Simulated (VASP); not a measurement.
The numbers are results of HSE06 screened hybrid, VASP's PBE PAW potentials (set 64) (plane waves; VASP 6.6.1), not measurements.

VASP input:

### KPOINTS
```
Automatic mesh
0
Gamma
1 1 1
0 0 0
```

### INCAR
```
# general
SYSTEM   = Ga35GeN36
PREC     = Normal
ENCUT    = 400
LREAL    = Auto   # projection in real space or not
LASPH    = T
ISYM     = 0
NELECT   = 290.0

# electronic loop
EDIFF    = 1E-5   # SCF stop (eV)
NELM     = 50   # most electronic steps
NELMIN   = 4
ALGO     = Normal   # blocked Davidson
LMAXMIX  = 4   # l cut-off of mixed one-centre charges

# smearing
ISMEAR   = 0   # Gaussian
SIGMA    = 0.05   # width (eV)

# functional
GGA      = PE
LHFCALC  = T
AEXX     = 0.25
HFSCREEN = 0.2   # 1/Angstrom
PRECFOCK = Fast

# ions
ISIF     = 0

# output
LWAVE    = F
LCHARG   = F
```

POSCAR:
```
Ga35GeN36
9.7366360
  0.4999999889  -0.8660253723   0.0000000000
  0.4999999889   0.8660253723   0.0000000000
  0.0000000000   0.0000000000   1.0841818448
Ga N Ge
35 36 1
Cart
  0.1664527142  -0.0962858387   0.2705764367
  0.1665732905   0.0960187283   1.0839756889
  0.1659647200  -0.0965343245   0.8138715429
  0.1649176391   0.0948738336   0.5428004786
  0.3335874061   0.1924673669   0.2691468907
  0.3333642608   0.3850469149   1.0839075360
  0.3312288920   0.1933279807   0.8131099832
  0.3333793248   0.3869259687   0.5431169640
  0.4998892222   0.4812311965   0.2707859641
  0.4998783116   0.6735393086   0.0000415545
  0.4998201185   0.4813620836   0.8139830247
  0.4996275788   0.6734950653   0.5422326532
  0.3336941186  -0.3851044202   0.2706443949
  0.3331785341  -0.1923301075   1.0841212877
  0.3332574155  -0.3851026346   0.8138333462
  0.3309079974  -0.1932505441   0.5430102652
  0.4998459239  -0.0956735673   0.2692595044
  0.4999589144   0.0962148498   1.0835462614
  0.4994394576  -0.0980960919   0.8130169518
  0.6662387745   0.1921340932   0.2692224217
  0.6664835716   0.3849439839   0.0000440165
  0.6678283577   0.1933508051   0.8131016639
  0.6658636608   0.3864203478   0.5429328863
  0.4998575714  -0.6732050199   0.2705310967
  0.5000020795  -0.4810780243   1.0838935486
  0.4998222959  -0.6733844810   0.8137844947
  0.4997833192  -0.4811587493   0.5427661690
  0.6663005348  -0.3848594653   0.2706222507
  0.6665988279  -0.1922986999   0.0000414745
  0.6662364009  -0.3848660848   0.8138750657
  0.6678618887  -0.1928060385   0.5430463114
  0.8335674744  -0.0963170918   0.2708398726
  0.8332071982   0.0961204097   1.0839636611
  0.8331388434  -0.0964064428   0.8139866554
  0.8340869602   0.0948377683   0.5432052781
  0.1661609265  -0.0963399258   0.4748705039
  0.1669279015   0.0965271904   0.2047369539
  0.1666059989  -0.0962668259   1.0175939149
  0.1663063185   0.0959625096   0.7461492443
  0.3381626943   0.1895729558   0.4771841540
  0.3331760427   0.3846676563   0.2046626133
  0.3335864016   0.1922171548   1.0163548775
  0.3331318223   0.3849804247   0.7464777361
  0.4996847778   0.4810655278   0.4750805407
  0.4999967323   0.6735028463   0.2042269220
  0.4999974797   0.4810394851   1.0176610776
  0.4994909587   0.6735020992   0.7462894698
  0.3332173616  -0.3852366778   0.4750155717
  0.3336610206  -0.1922541128   0.2048188046
  0.3331379095  -0.3848330454   1.0176924103
  0.3327614765  -0.1925763378   0.7462954300
  0.4993271193  -0.0902308683   0.4772310905
  0.4998519746   0.0963316162   0.2034888679
  0.4998615368  -0.0957378968   1.0162616239
  0.4994567885   0.0962013134   0.7392992822
  0.6608155838   0.1891039631   0.4771562347
  0.6666887250   0.3844504477   0.2049018140
  0.6661255082   0.1922475826   1.0163524931
  0.6663268555   0.3848688769   0.7462538280
  0.4994697708  -0.6734638186   0.4749603442
  0.5000487310  -0.4810996932   0.2039443723
  0.4999585736  -0.6737134249   1.0175360831
  0.4997992841  -0.4811271700   0.7465886626
  0.6660580869  -0.3848426497   0.4750381553
  0.6662749090  -0.1919889269   0.2049219220
  0.6667156935  -0.3847021241   1.0176009085
  0.6663322704  -0.1923003248   0.7463342710
  0.8329514905  -0.0962534769   0.4751474245
  0.8329411540   0.0963987038   0.2046544350
  0.8331545561  -0.0961960963   1.0177684384
  0.8329808639   0.0961564828   0.7465207794
  0.4992308070   0.0961042056   0.5418792451
```

POTCAR, in this order: Ga N Ge (PBE.64 set). Program: vasp_gam. Read from the step before: WAVECAR.

The cell is charged, with a uniform compensating background. The supercell is sampled at Γ alone, which is coarse: total energies, pressure and levels can be off, energies of defects by several tenths of an eV.

Q: Estimate the energy per atom (σ→0).

A: 
| Quantity | Result |
|---|---|
| energy per atom (σ→0) | -7.277 eV/atom |

File OSZICAR:
```
...
DAV:   5    -0.523939352182E+03    0.59966E-02   -0.39812E-03   408   0.115E-01    0.118E+00
DAV:   6    -0.523937179302E+03    0.21729E-02   -0.89187E-04   416   0.686E-02    0.654E-01
DAV:   7    -0.523936446412E+03    0.73289E-03   -0.34034E-04   410   0.452E-02    0.362E-01
DAV:   8    -0.523936208962E+03    0.23745E-03   -0.10197E-04   416   0.251E-02    0.201E-01
DAV:   9    -0.523936134655E+03    0.74307E-04   -0.37064E-05   314   0.144E-02    0.111E-01
DAV:  10    -0.523936114299E+03    0.20356E-04   -0.13968E-05   224   0.884E-03    0.606E-02
DAV:  11    -0.523936110261E+03    0.40378E-05   -0.57404E-06   224   0.459E-03
   1 F= -.52393611E+03 E0= -.52393611E+03  d E =-.339929E-15
```

The cell is a supercell with a defect, built from GaN (wurtzite): Ge_Ga, charge -1. The cell's shape comes from a PBE relaxation. The run is not spin-polarised, so no state with unpaired spins was tried.
